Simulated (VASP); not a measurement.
Here is the system:

```xyz
2
Lattice="0.0000 2.8358 2.8358 2.8358 0.0000 2.8358 2.8358 2.8358 0.0000" Properties=species:S:1:pos:R:3 pbc="T T T"
Be     0.0000     0.0000     0.0000
Te     1.4179     1.4179     1.4179
```

All values below come from LDA (Ceperley-Alder, Perdew-Zunger), VASP's LDA PAW potentials (set 64) (plane waves; VASP). Settings: 520 eV cut-off, 8×8×8 Γ-centred mesh, Gaussian smearing of 0.050 eV, potentials Be Te.

Unless said otherwise, spin-orbit coupling is left out, though it shifts the bands of the heavy elements here.

What does the run give for the energy per atom (σ→0), pressure, band gap (on the k-mesh) with the smallest direct gap where there is one?

```yaml
band gap (on the k-mesh): 1.92 eV
smallest direct gap (on the k-mesh): 3.57 eV
energy per atom (σ→0): -4.349 eV/atom
pressure: -3.31 GPa
```

Total energies compare only between runs with the same potentials, cut-off and functional.

The compound is BeTe in the zinc blende structure. This cell is one point of a volume scan, at 1.06 of the reference volume.
